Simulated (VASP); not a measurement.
# BaTiO3: excitons from the Bethe-Salpeter equation, part 3 of 4

What does the electron-hole attraction do to the spectrum of BaTiO3? The cell has space group R3m. The start is a cell from a database of measured crystal structures.

VASP 6.6.1, plane waves and PAW; the level of theory is named at each step.

So far. Step 3 (Empty bands): WAVECAR now holds 152 bands for 40 electrons. Its independent-particle dielectric tensor has xx, yy, zz = 5.6, 5.6, 5.3 on this mesh, which isn't tested for convergence in mesh or bands and lacks local fields. Step 4 (G0W0): GW takes the gap from 2.792 to 4.238 eV. Spin-orbit coupling is left out. The value holds for 152 bands, ENCUTGW = 100 eV and this mesh, and isn't shown to be converged in them.

**5. BSE, Tamm-Dancoff**

This step: BSE on G0W0 on r2SCAN, no spin polarisation; plane waves and PAW (Ba_sv_GW, Ti_sv_GW, O_GW) (VASP 6.6.1).

The Bethe-Salpeter equation adds the screened attraction of electron and hole to the quasiparticle pairs; ANTIRES = 0 leaves out the coupling to antiresonant pairs.

Contents of INCAR:

```
SYSTEM = BaTiO3
PREC = Accurate
ENCUT = 440
ISMEAR = 0
SIGMA = 0.01
LREAL = .FALSE.
METAGGA = R2SCAN
LASPH = .TRUE.
NBANDS = 152
ALGO = BSE
NBANDSO = 4
NBANDSV = 5
OMEGAMAX = 25
NEDOS = 1000
CSHIFT = 0.1
PRECFOCK = Fast
LWAVE = .FALSE.
LCHARG = .FALSE.
ENCUTGW = 100
ANTIRES = 0
```

Contents of POSCAR:

```
BaTiO3
1.0
    2.8273666084      1.6323808724      2.3183934932
   -2.8273666084      1.6323808724      2.3183934932
    0.0000000000     -3.2647617449      2.3183934932
Ba Ti O
1 1 3
Direct
    0.0000000000      0.0000000000      0.0000000000
    0.4845000000      0.4845000000      0.4845000000
    0.5086000000      0.5086000000      0.0175000000
    0.0175000000      0.5086000000      0.5086000000
    0.5086000000      0.0175000000      0.5086000000
```

Contents of KPOINTS:

```
Automatic mesh
0
Gamma
6 6 6
0 0 0
```

The projector-augmented-wave data sets are Ba_sv_GW, Ti_sv_GW and O_GW (PBE family, release 64).

Command:

```
$ mpirun -np 8 vasp_std
```

Log:

```text
[banner, memory and clock lines left out]
running    8 mpi-ranks, on    1 nodes
 distrk:  each k-point on    8 cores,    1 groups
 distr:  one band on    1 cores,    8 groups

 POSCAR found type information on POSCAR BaTiO
 POSCAR found :  3 types and       5 ions
|                                                                             |
|           W    W    AA    RRRRR   N    N  II  N    N   GGGG   !!!           |
|           W    W   A  A   R    R  NN   N  II  NN   N  G    G  !!!           |
|           W    W  A    A  R    R  N N  N  II  N N  N  G       !!!           |
|           W WW W  AAAAAA  RRRRR   N  N N  II  N  N N  G  GGG   !            |
|           WW  WW  A    A  R   R   N   NN  II  N   NN  G    G                |
|           W    W  A    A  R    R  N    N  II  N    N   GGGG   !!!           |
|                                                                             |
|     For optimal performance we recommend to set                             |
|       NCORE = 2 up to number-of-cores-per-socket                            |
|     NCORE specifies how many cores store one orbital (NPAR=cpu/NCORE).      |
|     This setting can greatly improve the performance of VASP for DFT.       |
|     The default, NCORE=1 might be grossly inefficient on modern             |
|     multi-core architectures or massively parallel machines. Do your        |
|     Unfortunately you need to use the default for GW and RPA                |
|     calculations (for HF NCORE is supported but not extensively tested      |
|     yet).                                                                   |
|                                                                             |

|                                                                             |
|               ----> ADVICE to this user running VASP <----                  |
|                                                                             |
|     You enforced a specific xc type in the INCAR file but a different       |
|     [... a line on the potential file left out ...]
|     I HOPE YOU KNOW WHAT YOU ARE DOING!                                     |
|                                                                             |

|                                                                             |
|           W    W    AA    RRRRR   N    N  II  N    N   GGGG   !!!           |
|           W    W   A  A   R    R  NN   N  II  NN   N  G    G  !!!           |
|           W    W  A    A  R    R  N N  N  II  N N  N  G       !!!           |
|           W WW W  AAAAAA  RRRRR   N  N N  II  N  N N  G  GGG   !            |
|           WW  WW  A    A  R   R   N   NN  II  N   NN  G    G                |
|           W    W  A    A  R    R  N    N  II  N    N   GGGG   !!!           |
|                                                                             |
|     The default for ENCUTGWSOFT is different in this version of VASP.       |
|     please manually set ENCUTGWSOFT =100 in the INCAR file.                 |
|                                                                             |

 LDA part: xc-table for (None), standard interpolation
 found WAVECAR, reading the header
 POSCAR, INCAR and KPOINTS ok, starting setup
 FFT: planning ... GRIDC
 FFT: planning ... GRID_SOFT
 FFT: planning ... GRID
 reading WAVECAR
 the WAVECAR file was read successfully
 initial charge from wavefunction
 available memory per node:     58.64 GB, setting MAXMEM to     60048

 The Fermi energy was updated, please check that it is located mid-gap
 values below the HOMO (VB) or above the LUMO (CB) will cause erroneous energies
 E-fermi :   7.1390

 the WAVEDER file was read successfully
 responsefunction array rank=     152

 min. memory requirement per mpi rank    425.6 MB, per node   3405.0 MB

 Doing            0  frequencies on each core in blocks of            0
 Found all WFULLXXXX.tmp files
 reading now WFULL0001.tmp
 reading now WFULL0002.tmp
 reading now WFULL0003.tmp
 reading now WFULL0004.tmp
 reading now WFULL0005.tmp
 reading now WFULL0006.tmp
 reading now WFULL0007.tmp
 reading now WFULL0008.tmp
 reading now WFULL0009.tmp
 reading now WFULL0010.tmp
 reading now WFULL0011.tmp
 reading now WFULL0012.tmp
 reading now WFULL0013.tmp
 reading now WFULL0014.tmp
 reading now WFULL0015.tmp
 reading now WFULL0016.tmp
 reading now WFULL0017.tmp
 reading now WFULL0018.tmp
 reading now WFULL0019.tmp
 reading now WFULL0020.tmp
 reading now WFULL0021.tmp
 reading now WFULL0022.tmp
 reading now WFULL0023.tmp
 reading now WFULL0024.tmp
 reading now WFULL0025.tmp
 reading now WFULL0026.tmp
 reading now WFULL0027.tmp
 reading now WFULL0028.tmp
 reading now WFULL0029.tmp
 reading now WFULL0030.tmp
 reading now WFULL0031.tmp
 reading now WFULL0032.tmp
 parallelization over k-points
 Using distributed matrix
 Using distributed eigensolver
 allocating two-electron 4 orbital integral table    4    5    4    5
 BSE setting up matrix
 available memory per node:     58.52 GB, setting MAXMEM to     59920
 Calculate matrix elements of the BSE Hamiltonian:
 Workload is divided into blocks of two-electron 4 orbital integrals computed in
  parallel.
 Each block/integral has dimensions  of (   4,   5,   4,   5) orbitals
 Total number of blocks/integrals:                23436
 Number of spins:                                     1
 Number of kpoints:                                 216
 Spin channel:                                        1
  Number of blocks of unoccupied bands:               1
  Number of blocks of occupied bands:                 1
 Number of rows/columns of blocks:                  216

                                                        Time (sec)
               Integrals                 Ranks       Real         CPU
  [         1 -       1728/     23436]     8         1.81        0.00
  [      1729 -       3456/     23436]     8         3.62        0.00
  [      3457 -       5184/     23436]     8         5.46        0.00
  [      5185 -       6912/     23436]     8         7.20        0.00
  [      6913 -       8640/     23436]     8         8.92        0.00
  [      8641 -      10368/     23436]     8        10.61        0.00
  [     10369 -      12096/     23436]     8        12.32        0.00
  [     12097 -      13824/     23436]     8        14.11        0.00
  [     13825 -      15552/     23436]     8        16.00        0.00
  [     15553 -      17280/     23436]     8        17.86        0.00
  [     17281 -      19008/     23436]     8        19.58        0.00
  [     19009 -      20736/     23436]     8        21.27        0.00
  [     20737 -      22464/     23436]     8        22.95        0.00
  [     22465 -      23328/     23436]     8        23.80        0.00
  [     23329 -      23436/     23436]     8        24.00        0.00

 BSE redistributing all elements
 BSE diagonalizing matrix PDSYEVX_ZHEEVX_DESC
 BSE calculating oscillator strength
```

Wall time 44 s (8 MPI ranks of Intel Xeon 6975P-C (Granite Rapids), shared host); peak memory 5.1 GiB; 5.7 min of CPU time.

Parts of OUTCAR (step 5):

```text
   NELECT =      40.0000    total number of electrons

 E-fermi :   7.1390

[... 8 parts as in an earlier step ...]

[... 2 further parts left out ...]
```

Numbers from this step:

```
lowest excitation                     : 4.130 eV
direct gap less the lowest excitation : 0.4552 eV
```

The imaginary dielectric function has structure finer than the step of the table below, so its rows give means over 1 eV, whole bins alone (the curve runs from 0 to 25 eV). Peaks (eV: height): xx 4.6: 6.18, 5.2: 6.03, 6.6: 4.81, 7.0: 3.78, 8.3: 2.66; zz 4.6: 4.01, 5.5: 5.49, 7.0: 3.20, 7.9: 2.66, 9.2: 1.76.

From 4 filled and 5 empty bands alone, without any pair above OMEGAMAX = 25 eV, so strength is missing wherever others contribute; lines are broadened by CSHIFT, which also makes the tail under the first line. Imaginary dielectric function against photon energy; means over each step:

| photon energy (eV) | xx | zz |
| --- | --- | --- |
| 1 | 0.0142 | 0.00967 |
| 2 | 0.0377 | 0.0248 |
| 3 | 0.110 | 0.0654 |
| 4 | 1.85 | 0.852 |
| 5 | 5.36 | 3.73 |
| 6 | 3.11 | 2.76 |
| 7 | 3.10 | 2.16 |
| 8 | 2.07 | 2.18 |
| 9 | 0.911 | 1.38 |
| 10 | 0.439 | 0.876 |
| 11 | 0.0784 | 0.207 |
| 12 | 0.0240 | 0.0333 |
| 13 | 0.0132 | 0.0152 |
| 14 | 0.00904 | 0.00976 |
| 15 | 0.00662 | 0.00687 |
| 16 | 0.00506 | 0.00510 |
| 17 | 0.00398 | 0.00395 |
| 18 | 0.00320 | 0.00314 |
| 19 | 0.00263 | 0.00253 |
| 20 | 0.00218 | 0.00210 |
| 21 | 0.00183 | 0.00175 |
| 22 | 0.00156 | 0.00148 |
| 23 | 0.00134 | 0.00126 |
| 24 | 0.00116 | 0.00109 |

Some of the lowest 40 states alone, with states under 2.5 meV apart joined, scaled to the strongest line shown. Exciton lines, with heights relative to the strongest:

| position (eV) | lines merged | oscillator strength |
| --- | --- | --- |
| 4.130 | 1 | 0.0 |
| 4.160 | 2 | 75 |
| 4.171 | 1 | 0.9 |
| 4.213 | 2 | 14 |
| 4.275 | 2 | 45 |
| 4.347 | 1 | 14 |
| 4.359 | 1 | 0.0 |
| 4.370 | 2 | 31 |
| 4.384 | 1 | 13 |
| 4.409 | 2 | 10 |
| 4.413 | 3 | 8.4 |
| 4.426 | 2 | 2.6 |
| 4.474 | 1 | 15 |
| 4.525 | 2 | 1.5 |
| 4.555 | 1 | 3.4 |
| 4.561 | 2 | 24 |
| 4.569 | 1 | 0.0 |
| 4.589 | 1 | 0.0 |
| 4.597 | 2 | 34 |
| 4.613 | 1 | 48 |
| 4.639 | 2 | 100 |
| 4.660 | 3 | 0.1 |
| 4.684 | 1 | 0.1 |
| 4.696 | 2 | 36 |

The lowest excitation lies at 4.130 eV, -455 meV against the direct gap of these orbitals. It is dark; the first state with over 2 % of the strongest strength among the lowest 40 lies at 4.160 eV. No second mesh in this session tests these energies, peaks and heights.

**6. Without the electron-hole attraction**

This step: BSE on G0W0 on r2SCAN, without the electron-hole attraction, no spin polarisation; plane waves and PAW (Ba_sv_GW, Ti_sv_GW, O_GW) (VASP 6.6.1).

LADDER = .FALSE. removes the attraction and keeps the local fields, which shows what the attraction does.

INCAR, as its differences from that of step 5:

```diff
@@ -20 +20,2 @@
 ANTIRES = 0
+LADDER = .FALSE.
```

POSCAR is that of step 5.

KPOINTS is that of step 5.

Command:

```
$ mpirun -np 8 vasp_std
```

Log:

```text
[banner, memory and clock lines left out]
 LDA part: xc-table for (None), standard interpolation
 found WAVECAR, reading the header
 POSCAR, INCAR and KPOINTS ok, starting setup
 FFT: planning ... GRIDC
 FFT: planning ... GRID_SOFT
 FFT: planning ... GRID
 reading WAVECAR
 the WAVECAR file was read successfully
 initial charge from wavefunction
 available memory per node:     59.65 GB, setting MAXMEM to     61077

 Doing            0  frequencies on each core in blocks of            0
 parallelization over k-points
 Using distributed matrix
 Using distributed eigensolver
 allocating two-electron 4 orbital integral table    4    5    4    5
 BSE setting up matrix
 available memory per node:     59.54 GB, setting MAXMEM to     60965
 Calculate matrix elements of the BSE Hamiltonian:
 Workload is divided into blocks of two-electron 4 orbital integrals computed in
  parallel.
 Each block/integral has dimensions  of (   4,   5,   4,   5) orbitals
 Total number of blocks/integrals:                23436
 Number of spins:                                     1
 Number of kpoints:                                 216
 Spin channel:                                        1
  Number of blocks of unoccupied bands:               1
  Number of blocks of occupied bands:                 1
 Number of rows/columns of blocks:                  216

                                                        Time (sec)
               Integrals                 Ranks       Real         CPU
  [         1 -       1728/     23436]     8         0.90        0.00
  [      1729 -       3456/     23436]     8         1.81        0.00
  [      3457 -       5184/     23436]     8         2.93        0.00
  [      5185 -       6912/     23436]     8         4.09        0.00
  [      6913 -       8640/     23436]     8         5.03        0.00
  [      8641 -      10368/     23436]     8         5.87        0.00
  [     10369 -      12096/     23436]     8         6.79        0.00
  [     12097 -      13824/     23436]     8         7.68        0.00
  [     13825 -      15552/     23436]     8         8.60        0.00
  [     15553 -      17280/     23436]     8         9.48        0.00
  [     17281 -      19008/     23436]     8        10.35        0.00
  [     19009 -      20736/     23436]     8        11.23        0.00
  [     20737 -      22464/     23436]     8        12.10        0.00
  [     22465 -      23328/     23436]     8        12.53        0.00
  [     23329 -      23436/     23436]     8        12.64        0.00

[... 8 parts as in an earlier step ...]
```

Run time: 22 s. Hardware: 8 MPI ranks; peak memory 4 GiB.

OUTCAR, selected parts (step 6):

```text
   NELECT =      40.0000    total number of electrons

 E-fermi :   7.1390

[... 8 parts as in an earlier step ...]

[... 2 further parts left out ...]
```

Numbers from this step:

- lowest excitation: 4.585 eV

The imaginary dielectric function has structure finer than the step of the table below, so its rows give means over 0.5 eV, whole bins alone (the curve runs from 0 to 25 eV). Peaks (eV: height): xx 5.68: 4.01, 6.68: 5.10, 8.01: 4.42, 8.88: 4.10, 10.21: 2.26; zz 6.51: 5.04, 7.93: 2.28, 8.46: 2.33, 8.83: 3.04, 9.88: 2.39, 11.09: 3.67.

From 4 filled and 5 empty bands alone, without any pair above OMEGAMAX = 25 eV, so strength is missing wherever others contribute; lines are broadened by CSHIFT, which also makes the tail under the first line. Imaginary dielectric function against photon energy; means over each step:

```
photon energy (eV)       xx       zz
               0.5  0.00343  0.00259
               1.0  0.00715  0.00537
               1.5   0.0115  0.00860
               2.0   0.0169   0.0126
               2.5   0.0243   0.0179
               3.0   0.0353   0.0258
               3.5   0.0541   0.0385
               4.0   0.0956   0.0639
               4.5    0.343    0.156
               5.0     1.36    0.809
               5.5     3.05     2.11
               6.0     4.04     3.12
               6.5     4.98     4.30
               7.0     2.91     2.65
               7.5     2.73     2.04
               8.0     3.68     1.69
               8.5     2.79     1.93
               9.0     3.06     2.21
               9.5     1.77     1.61
              10.0     1.46     1.88
              10.5     1.23     1.21
              11.0    0.344     2.07
              11.5    0.144    0.393
              12.0   0.0702    0.141
              12.5   0.0355   0.0486
              13.0   0.0240   0.0304
              13.5   0.0185   0.0217
              14.0   0.0148   0.0165
              14.5   0.0122   0.0131
              15.0   0.0102   0.0106
              15.5  0.00866  0.00885
              16.0  0.00747  0.00749
              16.5  0.00649  0.00641
              17.0  0.00569  0.00556
              17.5  0.00503  0.00487
              18.0  0.00448  0.00429
              18.5  0.00401  0.00382
              19.0  0.00361  0.00341
              19.5  0.00325  0.00307
              20.0  0.00295  0.00275
              20.5  0.00269  0.00250
              21.0  0.00245  0.00228
              21.5  0.00225  0.00208
              22.0  0.00206  0.00190
              22.5  0.00192  0.00175
              23.0  0.00175  0.00162
              23.5  0.00163  0.00149
              24.0  0.00151  0.00138
              24.5  0.00140  0.00129
```

The lowest excitation lies at 4.585 eV, +456 meV against the Tamm-Dancoff singlet. No second mesh in this session tests these energies, peaks and heights.

[end of part 3 of 4]

[Lines on the potential files, build, host, timing and source positions are cut from VASP's logs without a mark.]

[Logs are printed without paths, hosts, clocks, repeated set-up lines and the standing remarks that a program may print on its own settings, such as how far it seeks lower states.]

[Hosts, paths, dates, database ids (printed as entryN), source tags and the programs' standing remarks are cut or masked in the printed files.]

[Pressures printed for these runs are not shown converged in the cutoff: they can be off by several GPa and have the wrong sign.]
